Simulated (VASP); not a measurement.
# YHSe (P-6m2) in VASP: notebook

One crystal, YHSe, is run at these levels: LDA; tasks: single point, relaxation of cell and atoms.

All numbers are computed with VASP 6.6.1; they aren't measurements. Logs are shortened: lines on timing, memory, paths and dates and some standing lists are left out, and cuts for length are marked.

### 1 Starting point

Symmetry: P-6m2, No. 187, hexagonal system. The conventional cell has a = 3.764 Å, b = 3.764 Å, c = 3.815 Å, α = 90.00°, β = 90.00°, γ = 120.00°. Around Y (site symmetry -6m2) lie 3 H at 2.17 Å. H (site symmetry -6m2) is surrounded by 3 Y at 2.17 Å. Se (site symmetry -6m2) has 6 H at 2.89 Å and 6 Y at 2.89 Å as nearest neighbours.

The cell comes from a database or a generator and needn't be the stable form of this composition.

### 2 Single point, LDA (cell and atoms relaxed tightly for response)

Input file INCAR:

```
PREC     = Accurate       # precision mode
ENCUT    = 520            # plane-wave cutoff, eV
EDIFF    = 1E-6           # SCF threshold, eV
ISMEAR   = 0              # smearing method
SIGMA    = 0.01           # smearing width, eV
LREAL    = F              # projectors in reciprocal space
LASPH    = T              # aspherical terms in the spheres
NELM     = 100            # most SCF steps
ALGO     = Fast           # electronic algorithm
ISIF     = 2              # what is computed and relaxed
LWAVE    = F              # write WAVECAR
LCHARG   = T              # write CHGCAR
LELF     = T              # ELF
LVHAR    = T            
NBANDS   = 16             # bands
```

Input file KPOINTS:

```
regular mesh
0
Gamma
  9 9 8
```

Input file POSCAR:

```
YHSe
1.0
    3.7637356356      0.0000000000      0.0000000000
   -1.8818678178      3.2594906736      0.0000000000
    0.0000000000      0.0000000000      3.8146042624
Y H Se
1 1 1
Direct
    0.0000000000      0.0000000000      0.0000000000
    0.3333333333      0.6666666667      0.0000000000
    0.6666666667      0.3333333333      0.5000000000
```

Potentials or basis: VASP PAW LDA potentials, release 64 (Y_sv, H, Se).

Run with:

```console
> cat potpaw_LDA.64/Y_sv/POTCAR potpaw_LDA.64/H/POTCAR potpaw_LDA.64/Se/POTCAR > POTCAR
> mpirun -np 1 vasp_std > vasp.out
```

OUTCAR:

```text
PREC = Accurate
   ENCUT = 520
   EDIFF = 1E-6
   ISMEAR = 0
   LREAL = F
   LASPH = T
   NELM = 100
   ISIF = 2

 ion  position               nearest neighbor table
   1  0.000  0.000  0.000-   2 2.17   2 2.17   2 2.17   3 2.89   3 2.89   3 2.89   3 2.89   3 2.89
                             3 2.89
   2  0.333  0.667  0.000-   1 2.17   1 2.17   1 2.17
   3  0.667  0.333  0.500-   1 2.89   1 2.89   1 2.89   1 2.89   1 2.89   1 2.89

  LATTYP: Found a hexagonal cell.
 ALAT       =     3.7637356356
 C/A-ratio  =     1.0135154622

  Lattice vectors:

 A1 = (   3.7637356356,   0.0000000000,   0.0000000000)
 A2 = (  -1.8818678178,   3.2594906736,   0.0000000000)
 A3 = (   0.0000000000,   0.0000000000,   3.8146042624)

Analysis of symmetry for initial positions (statically):
=====================================================================
 Subroutine PRICEL returns:
 Original cell was already a primitive cell.

 Routine SETGRP: Setting up the symmetry group for a
 hexagonal supercell.

 Subroutine GETGRP returns: Found 12 space group operations
 (whereof 12 operations were pure point group operations)
 out of a pool of 24 trial point group operations.

The static configuration has the point symmetry D_3h.

Analysis of symmetry for dynamics (positions and initial velocities):
=====================================================================
 Subroutine PRICEL returns:
 Original cell was already a primitive cell.

 Routine SETGRP: Setting up the symmetry group for a
 hexagonal supercell.

 Subroutine GETGRP returns: Found 12 space group operations
 (whereof 12 operations were pure point group operations)
 out of a pool of 24 trial point group operations.

The dynamic configuration has the point symmetry D_3h.

 Subroutine INISYM returns: Found 12 space group operations
 (whereof 12 operations are pure point group operations),
 and found     1 'primitive' translations

----------------------------------------------------------------------------------------

                                     Primitive cell

  volume of cell :      46.7970

  direct lattice vectors                    reciprocal lattice vectors
     3.763735636  0.000000000  0.000000000     0.265693475  0.153398199  0.000000000
    -1.881867818  3.259490674  0.000000000     0.000000000  0.306796399  0.000000000
     0.000000000  0.000000000  3.814604262     0.000000000  0.000000000  0.262150391

  length of vectors
     3.763735636  3.763735636  3.814604262     0.306796399  0.306796399  0.262150391

  position of ions in fractional coordinates (direct lattice)
     0.000000000  0.000000000  0.000000000
     0.333333333  0.666666667  0.000000000
     0.666666667  0.333333333  0.500000000

  ion indices of the primitive-cell ions
   primitive index   ion index
                 1           1
                 2           2
                 3           3

----------------------------------------------------------------------------------------

 KPOINTS: regular mesh

Automatic generation of k-mesh.
 Grid dimensions read from file:
 generate k-points for:    9    9    8

 Generating k-lattice:

  Cartesian coordinates                     Fractional coordinates (reciprocal lattice)
     0.029521497  0.017044244  0.000000000     0.111111111 -0.000000000  0.000000000
     0.000000000  0.034088489  0.000000000     0.000000000  0.111111111  0.000000000
     0.000000000  0.000000000  0.032768799     0.000000000  0.000000000  0.125000000

  Length of vectors
     0.034088489  0.034088489  0.032768799

  Shift w.r.t. Gamma in fractional coordinates (k-lattice)
     0.000000000  0.000000000  0.000000000

 Subroutine IBZKPT returns following result:
 ===========================================

 Found     60 irreducible k-points:

 Following reciprocal coordinates:
            Coordinates               Weight
  0.000000  0.000000  0.000000      1.000000
  0.111111  0.000000  0.000000      6.000000
  0.222222 -0.000000  0.000000      6.000000
  0.333333  0.000000  0.000000      6.000000
  0.444444 -0.000000  0.000000      6.000000
  0.111111  0.111111  0.000000      6.000000
[... 16 lines left out ...]
  0.333333  0.222222  0.125000     24.000000
  0.333333  0.333333  0.125000      4.000000
 [... further k-points ...]
   k-points           NKPTS =     60   k-points in BZ     NKDIM =     60   number of bands    NBANDS=     16
   number of dos      NEDOS =    301   number of ions     NIONS =      3
   total plane-waves  NPLWV =  21952
   dimension x,y,z NGX =    28 NGY =   28 NGZ =   28
   dimension x,y,z NGXF=    56 NGYF=   56 NGZF=   56
   ions per type =               1   1   1
   NGX,Y,Z   is equivalent  to a cutoff of  12.37, 12.37, 12.20 a.u.
   NGXF,Y,Z  is equivalent  to a cutoff of  24.74, 24.74, 24.41 a.u.
 SYSTEM =  unknown system
   PREC   = accura    normal or accurate (medium, high low for compatibility)
   ISTART =      0    job   : 0-new  1-cont  2-samecut
   ICHARG =      2    charge: 1-file 2-atom 10-const
   ISPIN  =      1    spin polarized calculation?
   LNONCOLLINEAR =      F non collinear calculations
   LSORBIT =      F    spin-orbit coupling
   LASPH  =      T    aspherical Exc in radial PAW
   ENCUT  =  520.0 eV  38.22 Ry    6.18 a.u.   7.00  7.00  7.09*2*pi/ulx,y,z
   NELM   =    100;   NELMIN=  2; NELMDL= -5     # of ELM steps
   EDIFF  = 0.1E-05   stopping-criterion for ELM
[... 8 lines left out ...]
   TEBEG  =    0.0;   TEEND  =   0.0 temperature during run
   PSTRESS=    0.0 pullay stress
   NELECT =      18.0000    total number of electrons
   NUPDOWN=      -1.0000    fix difference up-down
   EMIN   =  10.00;   EMAX   =-10.00  energy-range for DOS
   EFERMI =   0.00;   METHOD = LEGACY
   ISMEAR =     0;   SIGMA  =   0.01  broadening in eV -4-tet -1-fermi 0-gaus
   EFERMI_NEDOS =   21; number of points for ismear=-14 and -15
   IALGO  =     68    algorithm
   IMIX   =      4    mixing-type and parameters
     AMIX     =   0.40;   BMIX     =  1.00
     AMIX_MAG =   1.60;   BMIX_MAG =  1.00
  volume/ion in A,a.u.               =      15.60       105.27
  Fermi-wavevector in a.u.,A,eV,Ry     =   1.190583  2.249875 19.286082  1.417487
  Thomas-Fermi vector in A             =   2.326664
   LORBIT       =      0    0 simple, 1 ext, 2 COOP (PROOUT), +10 PAW based schemes
   GGA     = CA    functional components
   LHFCALC =     F    Hartree Fock is set to
   AEXX    =    0.0000 exact exchange contribution
   IVDW    =     0    specifies the selected vdW correction
   LEPSILON=     F    determine dielectric tensor
   LRPA    =     F    only Hartree local field effects (RPA)
 non-spin polarized calculation
 RMM-DIIS sequential band-by-band and
 Gauss-broadening in eV      SIGMA  =   0.01
  energy-cutoff  :      520.00
  volume of cell :       46.80
 maximum number of plane-waves:      1274
 NGX is ok and might be reduce to    28
   NGX = 13   NGY = 13   NGZ = 15

 number of electron      18.0000000 magnetization

 Free energy of the ion-electron system (eV)
  ---------------------------------------------------
  ext. energy  EPLUGINS =         0.00000000
  ---------------------------------------------------
  free energy    TOTEN  =       -19.29869650 eV

  energy without entropy =      -19.29869650  energy(sigma->0) =      -19.29869650

 E-fermi :   4.6576     XC(G=0): -10.8147

 val. band max:        4.4772529926   @ k =   0.0000   0.0000   0.5000
 cond. band min:       5.7815542230   @ k =   0.0000   0.0000   0.0000
 fundamental gap:      1.3043012304
 Fermi energy:         4.6575817855

 k-point     1 :       0.0000    0.0000    0.0000
  band No.  band energies     occupation
      1     -37.2219      2.00000
      2     -17.3626      2.00000
      3     -17.2515      2.00000
      4     -17.2515      2.00000
      5      -9.0505      2.00000
      6       0.7890      2.00000
[... 8 lines left out ...]
     15      11.7691      0.00000
     16      13.6879      0.00000

 k-point     2 :       0.1111    0.0000    0.0000
  band No.  band energies     occupation
      1     -37.2183      2.00000
      2     -17.3558      2.00000
      3     -17.3056      2.00000
      4     -17.2614      2.00000
      5      -8.9301      2.00000
      6       0.6112      2.00000
[... 8 lines left out ...]
     15      12.2291      0.00000
     16      13.7670      0.00000

 k-point     3 :       0.2222   -0.0000    0.0000
  band No.  band energies     occupation
      1     -37.2092      2.00000
      2     -17.4381      2.00000
      3     -17.3385      2.00000
      4     -17.2864      2.00000
      5      -8.6186      2.00000
      6       0.0074      2.00000
[... 8 lines left out ...]
     15      12.3839      0.00000
     16      14.4748      0.00000

 k-point     4 :       0.3333    0.0000    0.0000
  band No.  band energies     occupation
      1     -37.1988      2.00000
      2     -17.5820      2.00000
      3     -17.3188      2.00000
      4     -17.3146      2.00000
      5      -8.2481      2.00000
      6      -0.6660      2.00000
[... 8 lines left out ...]
     15      12.2516      0.00000
     16      14.2774      0.00000

 k-point     5 :       0.4444   -0.0000    0.0000
  band No.  band energies     occupation
      1     -37.1920      2.00000
      2     -17.6724      2.00000
      3     -17.3328      2.00000
      4     -17.3058      2.00000
      5      -7.9931      2.00000
      6      -1.0679      2.00000
[... 8 lines left out ...]
     15      11.0954      0.00000
     16      15.5168      0.00000

 k-point     6 :       0.1111    0.1111    0.0000
  band No.  band energies     occupation
      1     -37.2120      2.00000
      2     -17.3938      2.00000
      3     -17.3438      2.00000
      4     -17.2839      2.00000
      5      -8.7140      2.00000
      6       0.2151      2.00000
[... 8 lines left out ...]
     15      12.5893      0.00000
     16      13.8351      0.00000
[... 267 lines left out ...]
 k-point    21 :       0.4444    0.1111    0.1250
  band No.  band energies     occupation
      1     -37.1885      2.00000
      2     -17.6561      2.00000
      3     -17.3647      2.00000
      4     -17.3348      2.00000
      5      -7.9295      2.00000
      6      -0.8776      2.00000
[... 8 lines left out ...]
     15      12.0366      0.00000
     16      14.4964      0.00000

 k-point    22 :       0.2222    0.2222    0.1250
  band No.  band energies     occupation
      1     -37.1925      2.00000
      2     -17.5767      2.00000
      3     -17.3832      2.00000
      4     -17.3437      2.00000
      5      -8.0635      2.00000
      6      -0.5050      2.00000
[... 8 lines left out ...]
     15      12.4456      0.00000
     16      14.2681      0.00000

 k-point    23 :       0.3333    0.2222    0.1250
  band No.  band energies     occupation
      1     -37.1873      2.00000
      2     -17.6047      2.00000
      3     -17.4384      2.00000
      4     -17.3322      2.00000
      5      -7.8944      2.00000
      6      -0.5294      2.00000
[... 8 lines left out ...]
     15      12.6308      0.00000
     16      13.8255      0.00000

 k-point    24 :       0.3333    0.3333    0.1250
  band No.  band energies     occupation
      1     -37.1855      2.00000
      2     -17.5454      2.00000
      3     -17.5280      2.00000
      4     -17.3281      2.00000
      5      -7.8365      2.00000
      6      -0.1995      2.00000
[... 8 lines left out ...]
     15      12.5457      0.00000
     16      13.2638      0.00000

 [... further k-points ...]

------------------------ aborting loop because EDIFF is reached ----------------------------------------

  FORCE on cell =-STRESS in cart. coord.  units (eV):
  Direction    XX          YY          ZZ          XY          YZ          ZX
  --------------------------------------------------------------------------------------
  -------------------------------------------------------------------------------------
  Total        0.0509230      0.0509230      0.0522799      0.0000000      0.0000000     -0.0000000
  in kB        1.7434352      1.7434352      1.7898917      0.0000000      0.0000000     -0.0000000
  external PRESSURE =       1.7589207 kB  Pullay stress =       0.0000000 kB

 VOLUME and BASIS-vectors are now :
 -----------------------------------------------------------------------------
  energy-cutoff  :      520.00
  volume of cell :       46.80
      direct lattice vectors                 reciprocal lattice vectors
     3.763735636  0.000000000  0.000000000     0.265693475  0.153398199  0.000000000
    -1.881867818  3.259490674  0.000000000     0.000000000  0.306796399  0.000000000
     0.000000000  0.000000000  3.814604262     0.000000000  0.000000000  0.262150391

 POSITION                                       TOTAL-FORCE (eV/Angst)
 -----------------------------------------------------------------------------------
      0.00000      0.00000      0.00000         0.000000     -0.000000      0.000000
     -0.00000      2.17299      0.00000         0.000000      0.000000      0.000000
      1.88187      1.08650      1.90730        -0.000000     -0.000000      0.000000
 -----------------------------------------------------------------------------------
    total drift:                                0.000000     -0.000000      0.000000

  FREE ENERGIE OF THE ION-ELECTRON SYSTEM (eV)
  ---------------------------------------------------
  free  energy   TOTEN  =       -19.2986964998 eV

  energy  without entropy=      -19.2986964998  energy(sigma->0) =      -19.29869650
```

It took 29 s on 1 thread of Intel Xeon Platinum 8488C (Sapphire Rapids), shared host; peak memory 0.19 GiB.

What came out:

```yaml
Free_energy: -19.2987 eV
Pressure: 0.2 GPa
Band_gap_on_the_k_mesh: 1.30 eV, indirect (least direct gap 1.68 eV)
```

Levels at points of the mesh, in eV from the valence-band top:
```
           k point  band 7  band 8  band 9  band 10  band 11  band 12
(0.00, 0.00, 0.00)   -1.74   -1.74   -1.70     1.30     3.94     3.94
(0.00, 0.00, 0.50)   -1.27   -1.27    0.00     1.68     1.68     3.71
```

Caveat: an odd mesh through Γ misses points on the zone boundary, where band edges often lie.

(Part 1 of 2 ends here.)
